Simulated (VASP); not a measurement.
Consider the following.

```yaml
crystal:
  lattice:
    - [-2.99262, 2.99262, 1.62615]
    - [2.99262, -2.99262, 1.62615]
    - [2.99262, 2.99262, -1.62615]
  atoms:
    - { symbol: Tm, position: [0.75000, 0.25000, 0.50000] }
    - { symbol: Tm, position: [0.00000, 0.00000, 0.00000] }
```

These are PBEsol GGA, VASP's PBE PAW potentials (set 64) (plane waves; VASP) values and carry that method's errors. Numerical set-up: 400 eV cut-off, 11×11×11 Γ-centred mesh, first-order Methfessel-Paxton smearing of 0.10 eV, potentials Tm_3.

The 4f electrons are frozen in the core of the lanthanide potential, so 4f levels, which can set the real gap, and their magnetism are missing.

Question: What does the run give for the energy per atom (σ→0), band gap (on the k-mesh) with the smallest direct gap where there is one?

Answer: 
```yaml
band gap (on the k-mesh): none (metal, semimetal or under 0.01 eV)
energy per atom (σ→0): -4.407 eV/atom
```

Only differences to runs with the same potentials and settings are physical.

The structure was generated: Tm was put into the beta-Sn type (I4_1/amd), which need not be its known phase. It was relaxed first, which changed the volume by -8 %. The start is the result of an earlier pass.
